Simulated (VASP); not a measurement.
VASP ran on this input.

File KPOINTS:
```
Automatic mesh
0
Gamma
6 6 6
0 0 0
```

POSCAR:
```
CsI
1
    4.4091767125     0.0000000000     0.0000000000
   -0.0000000000     4.4091767125    -0.0000000000
    0.0000000000    -0.0000000000     4.4091767125
Cs I
1 1
Direct
  0.0000000000   0.0000000000   0.0000000000
  0.5000000000   0.5000000000   0.5000000000
```

INCAR:
```
SYSTEM = CsI
PREC = Accurate
ENCUT = 520
EDIFF = 1E-6
NELM = 100
ALGO = Normal
LREAL = .FALSE.
LASPH = .TRUE.
ISMEAR = 0
SIGMA = 0.05
LMAXMIX = 4
LWAVE = .FALSE.
LCHARG = .FALSE.
IBRION = 2
ISIF = 3
NSW = 60
EDIFFG = -0.01
```

POTCAR, in this order: Cs_sv I (LDA.64 set). Program: vasp_std.

**Question.** Write an equivalent input for Ansatz.

**Answer.** One equivalent input (not run):
Ansatz 0.2 input:
```yaml
crystal:
  lattice:
    - [4.4091767, 0.0000000, 0.0000000]
    - [0.0000000, 4.4091767, 0.0000000]
    - [0.0000000, 0.0000000, 4.4091767]
  atoms:
    - { symbol: Cs, position: [0.0000000, 0.0000000, 0.0000000] }
    - { symbol: I, position: [0.5000000, 0.5000000, 0.5000000] }
kpoints:
  mp_grid: { grid: [6, 6, 6] }
hamiltonian:
  xc: lda
  pseudopotentials: { kind: paw }
scf:
  occupations: { method: gaussian, width: 0.05 }
  max_iter: 100
relax:
  max_steps: 60
  f_tol: 0.01
  cell: {}
output: { forces: true, stress: true, eigenvalues: true }
```
What does not carry over: each code has its own PAW files, so the cut-off isn't converted (ENCUT is set for VASP's; basis.ecutwfc is left out, and Ansatz then takes the one that its files recommend); Ansatz stops its SCF on the density residual and VASP on the energy change (EDIFF); Ansatz's lda is the Perdew-Wang form, while the LDA potentials of VASP carry Perdew-Zunger's.

The compound is CsI in the CsCl type structure. It was relaxed first, which changed the volume by -10 %. The start is the result of an earlier pass.
